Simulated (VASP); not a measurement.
Here is the system:

```
CELL_PARAMETERS angstrom
      3.20778     0.00000     0.00000
     -1.60389     2.77802     0.00000
      0.00000     0.00000    17.05687
ATOMIC_POSITIONS crystal
  Sn 0.66667 0.33333 0.50000
  S  0.33333 0.66667 0.41039
  S  0.33333 0.66667 0.58961
```

Level of theory: PBE GGA, VASP's PBE PAW potentials (set 64) (plane waves; VASP). Settings: 300 eV cut-off, 8×8×1 Γ-centred mesh, Gaussian smearing of 0.10 eV, potentials Sn_d S.

The cell holds a wide vacuum, so values per volume refer to the whole cell.

### Question
What does the run give for the energy per atom (σ→0)?

### Answer

```json
{
  "energy per atom (σ→0)": "-3524 meV/atom"
}
```

Total energies compare only between runs with the same potentials, cut-off and functional.

The cell is a sheet with vacuum, built from a generated structure.
